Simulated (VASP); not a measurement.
Computed with PBE GGA, VASP's PBE PAW potentials (set 64) (plane waves; VASP).

Input for VASP

File KPOINTS:
```
Automatic
0
Gamma
  9 9 9
0 0 0
```

POSCAR:
```
GaN
3.2600450
  0.0000000000   0.7071068037   0.7071068037
  0.7071068037   0.0000000000   0.7071068037
  0.7071068037   0.7071068037   0.0000000000
Ga N
1 1
Cart
  0.0000000000   0.0000000000   0.0000000000
  0.3535534019   0.3535534019   0.3535534019
```

### INCAR
```
SYSTEM = GaN
PREC = Accurate; ENCUT = 520; LREAL = .False.
LASPH = .True.
EDIFF = 1E-6; NELM = 100; ALGO = Normal
LMAXMIX = 4
ISMEAR = 0; SIGMA = 0.05
GGA = PE
ISIF = 2
LWAVE = .False.; LCHARG = .False.
```

POTCAR, in this order: Ga_d N_s (PBE.64 set). Program: vasp_std.

Q: What will the output report for the number of irreducible k-points (NKPTS), number of bands (NBANDS), largest plane-wave count, number of space-group operations, FFT grid (NGX, NGY, NGZ)?

A: 
```yaml
number of irreducible k-points (NKPTS): 35
number of bands (NBANDS): 13
largest_plane_wave_count: 680
number_of_space_group_operations: 24
FFT grid (NGX, NGY, NGZ): 24 × 24 × 24
```

The compound is GaN in the zinc blende structure, a metastable form; wurtzite is the usual one. The cell was not relaxed at this level. The run is one of a series of settings (POTCAR Ga_d N_s (PBE.64 set) against the base run), some of them coarse on purpose.
